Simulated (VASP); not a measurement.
Output of a VASP run:

**OSZICAR**
```
       N       E                     dE             d eps       ncg     rms          rms(c)
DAV:   1     0.203953976595E+03    0.20395E+03   -0.14718E+04  2808   0.212E+03
DAV:   2    -0.665351026520E+01   -0.21061E+03   -0.20326E+03  2804   0.375E+02
DAV:   3    -0.175902220410E+02   -0.10937E+02   -0.10034E+02  3012   0.114E+02
DAV:   4    -0.178343080159E+02   -0.24409E+00   -0.24157E+00  3212   0.158E+01
DAV:   5    -0.178418663671E+02   -0.75584E-02   -0.75569E-02  3396   0.263E+00    0.205E+01
DAV:   6    -0.182841530436E+02   -0.44229E+00   -0.73711E+01  3132   0.142E+02    0.197E+01
DAV:   7    -0.135271356095E+02    0.47570E+01   -0.20422E+01  3092   0.753E+01    0.271E+00
DAV:   8    -0.134932281208E+02    0.33907E-01   -0.43332E-01  3048   0.590E+00    0.151E+00
DAV:   9    -0.134661294682E+02    0.27099E-01   -0.46287E-02  3672   0.314E+00    0.402E-01
DAV:  10    -0.134654785792E+02    0.65089E-03   -0.16248E-03  3184   0.464E-01    0.251E-01
DAV:  11    -0.134661623984E+02   -0.68382E-03   -0.10460E-03  3540   0.513E-01    0.316E-01
DAV:  12    -0.134662736013E+02   -0.11120E-03   -0.85633E-05  3076   0.114E-01    0.321E-01
DAV:  13    -0.134647197611E+02    0.15538E-02   -0.28628E-03  3296   0.920E-01    0.223E-01
DAV:  14    -0.134642826894E+02    0.43707E-03   -0.25537E-03  3340   0.817E-01    0.993E-02
DAV:  15    -0.134643487762E+02   -0.66087E-04   -0.19341E-04  2904   0.206E-01    0.694E-02
DAV:  16    -0.134643484813E+02    0.29489E-06   -0.25560E-05  3684   0.102E-01    0.304E-02
DAV:  17    -0.134643458165E+02    0.26648E-05   -0.18081E-05  3508   0.696E-02    0.720E-03
DAV:  18    -0.134643464068E+02   -0.59029E-06   -0.27042E-06  3060   0.196E-02    0.239E-03
DAV:  19    -0.134643462694E+02    0.13742E-06   -0.69144E-08  1668   0.378E-03    0.181E-03
DAV:  20    -0.134643461358E+02    0.13366E-06   -0.75476E-08  1536   0.452E-03    0.113E-03
DAV:  21    -0.134643460940E+02    0.41708E-07   -0.57362E-08  1496   0.500E-03
   1 F= -.13464346E+02 E0= -.13464425E+02  d E =0.235293E-03  mag=    -0.0000
```

OUTCAR:
```
------------------------ aborting loop because EDIFF is reached ----------------------------------------
  FORCE on cell =-STRESS in cart. coord.  units (eV):
  Direction    XX          YY          ZZ          XY          YZ          ZX
  --------------------------------------------------------------------------------------
  Total        1.6319962      1.6319962      1.6319962      0.0000000      0.0000000     -0.0000000
  in kB       61.3301713     61.3301713     61.3301713      0.0000000      0.0000000     -0.0000000
  external PRESSURE =      61.3301713 kB  Pullay stress =       0.0000000 kB
  volume of cell :       42.63
      direct lattice vectors                 reciprocal lattice vectors
     3.493428405  0.000000000  0.000000000     0.286251752  0.000000000  0.000000000
     0.000000000  3.493428405  0.000000000     0.000000000  0.286251752  0.000000000
     0.000000000  0.000000000  3.493428405     0.000000000  0.000000000  0.286251752
 POSITION                                       TOTAL-FORCE (eV/Angst)
 -----------------------------------------------------------------------------------
      0.00000      0.00000      0.00000         0.000000      0.000000      0.000000
      0.00000      1.74671      1.74671         0.000000      0.000000      0.000000
      1.74671      0.00000      1.74671         0.000000      0.000000      0.000000
      1.74671      1.74671      0.00000         0.000000      0.000000      0.000000
 -----------------------------------------------------------------------------------
    total drift:                                0.000000      0.000000      0.000000
  FREE ENERGIE OF THE ION-ELECTRON SYSTEM (eV)
  ---------------------------------------------------
  free  energy   TOTEN  =       -13.4643460940 eV

  energy  without entropy=      -13.4645813869  energy(sigma->0) =      -13.46442453

 total charge

# of ion       s       p       d       tot
------------------------------------------
    1        0.413   0.415   0.000   0.828
    2        0.522   0.570   8.422   9.513
    3        0.522   0.570   8.422   9.513
    4        0.522   0.570   8.422   9.513
--------------------------------------------------
tot          1.978   2.124  25.265  29.368

 magnetization (x)

# of ion       s       p       d       tot
------------------------------------------
    1        0.000  -0.000   0.000  -0.000
    2       -0.000  -0.000  -0.000  -0.000
    3       -0.000  -0.000  -0.000  -0.000
    4       -0.000  -0.000  -0.000  -0.000
--------------------------------------------------
tot         -0.000  -0.000  -0.000  -0.000
```
(Selected blocks of OUTCAR.)

### POSCAR
```
Ni3Al
1
    3.4934284053     0.0000000000     0.0000000000
    0.0000000000     3.4934284053     0.0000000000
    0.0000000000     0.0000000000     3.4934284053
Al Ni
1 3
Direct
  0.0000000000   0.0000000000   0.0000000000
  0.0000000000   0.5000000000   0.5000000000
  0.5000000000   0.0000000000   0.5000000000
  0.5000000000   0.5000000000   0.0000000000
```

Q: Write an INCAR and KPOINTS that could have produced this output.

A: This is not unique; one that fits is the input of the run itself, vdW-DF-cx, plane waves, VASP's PBE PAW potentials (set 64).

INCAR:
```
AGGAC  =  0.0
ALGO  =  Normal
EDIFF  =  1E-7
ENCUT  =  520
GGA  =  CX
ISIF  =  2
ISMEAR  =  1
ISPIN  =  2
LASPH  =  .TRUE.
LCHARG  =  .FALSE.
LMAXMIX  =  4
LORBIT  =  10
LREAL  =  .FALSE.
LUSE_VDW  =  .TRUE.
LWAVE  =  .FALSE.
MAGMOM  =  -0.0 3*0.2
NELM  =  100
PREC  =  Accurate
SIGMA  =  0.1
SYSTEM  =  Ni3Al
```

### KPOINTS
```
Automatic
0
gamma
9 9 9
0 0 0
```

POTCAR, in this order: Al Ni (PBE.64 set). Program: vasp_std.

The compound is Ni3Al in the L1_2 structure. This cell is one point of a volume scan, at 0.97 of the reference volume.
